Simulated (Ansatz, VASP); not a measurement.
Si3Sn: VASP beside Ansatz

Contents of POSCAR:

```
Si3Sn
1.0
    3.9839383124      0.0000000000      0.0000000000
    0.0000000000      3.9839383124      0.0000000000
    0.0000000000      0.0000000000      5.6721638778
Si Sn
3 1
Direct
    0.5000000000      0.0000000000      0.7752034014
    0.5000000000      0.5000000000      0.0000000000
    0.0000000000      0.5000000000      0.2247965986
    0.0000000000      0.0000000000      0.5000000000
```

INCAR.step1

```
SYSTEM = Si3Sn
ALGO     = Normal         ! electronic algorithm
EDIFF    = 1E-4           ! SCF threshold, eV
ENCUT    = 520            ! plane-wave cutoff, eV
GGA      = PE             ! functional
ISMEAR   = -1             ! smearing method
LASPH    = .TRUE.         ! aspherical terms in the spheres
LCHARG   = .FALSE.        ! write CHGCAR
LREAL    = .FALSE.        ! projectors in reciprocal space
LWAVE    = .TRUE.         ! write WAVECAR
NBANDS   = 21             ! bands
NELM     = 80             ! most SCF steps
PREC     = Accurate       ! precision mode
SIGMA    = 0.02           ! smearing width, eV
```

The input INCAR.step2:

```
SYSTEM = Si3Sn
ALGO     = Normal         ! electronic algorithm
EDIFF    = 1E-6           ! SCF threshold, eV
ENCUT    = 520            ! plane-wave cutoff, eV
ISIF     = 2              ! what is computed and relaxed
ISMEAR   = -1             ! smearing method
ISTART   = 1            
LASPH    = .TRUE.         ! aspherical terms in the spheres
LCHARG   = .TRUE.         ! write CHGCAR
LELF     = .TRUE.         ! ELF
LMIXTAU  = .TRUE.       
LREAL    = .FALSE.        ! projectors in reciprocal space
LVHAR    = .TRUE.       
LWAVE    = .FALSE.        ! write WAVECAR
METAGGA  = R2SCAN         ! meta-GGA
NBANDS   = 21             ! bands
NELM     = 80             ! most SCF steps
PREC     = Accurate       ! precision mode
SIGMA    = 0.02           ! smearing width, eV
```

File KPOINTS:

```
k-points
0
G
  6 6 4
  0 0 0
```

Input for Ansatz:

```yaml
crystal:
  lattice:
    - [3.9839383124, 0.0, 0.0]
    - [0.0, 3.9839383124, 0.0]
    - [0.0, 0.0, 5.6721638778]
  atoms:
    - { symbol: Si, position: [0.5, 0.0, 0.7752034014] }
    - { symbol: Si, position: [0.5, 0.5, 0.0] }
    - { symbol: Si, position: [0.0, 0.5, 0.2247965986] }
    - { symbol: Sn, position: [0.0, 0.0, 0.5] }
kpoints:
  mp_grid: { grid: [6, 6, 4] }
  band_path:
    path:
      - [0.0, 0.0, 0.0]
      - [0.0, 0.5, 0.0]
      - [0.5, 0.5, 0.0]
      - [0.0, 0.0, 0.5]
      - [0.0, 0.5, 0.5]
      - [0.5, 0.5, 0.5]
    npoints: 1
hamiltonian:
  xc: r2scan
scf:
  occupations: { method: fermi_dirac, width: 0.02 }
  n_extra_bands: 5
output:
  forces: true
  stress: true
  eigenvalues: true
```

Change from the starting cell: hydrostatic strain -1.3%.

Alike in both runs: task single point; functional r2SCAN; k mesh 6 × 6 × 4; occupations fermi-dirac, width 0.02 eV; no spin polarisation.

```csv
,VASP,Ansatz
version,VASP 6.6.1,Ansatz 0.2.0
potentials or method,"VASP PAW PBE potentials, release 64 (Si, Sn_d)","plane waves, PAW"
plane-wave cutoff (eV),520,500
valence electrons in the cell,26,26
```

|  | VASP | Ansatz | Ansatz less VASP |
| --- | --- | --- | --- |
| pressure (GPa) | 3.3 | 3.4 | +0.18 |

The functional is the same, so the differences come from potentials, cutoffs and numerics.

Caveats: the PAW data sets were made with another functional, which shifts forces and pressure a little (VASP); spin-orbit coupling is left out, which moves the levels of the heavy elements.
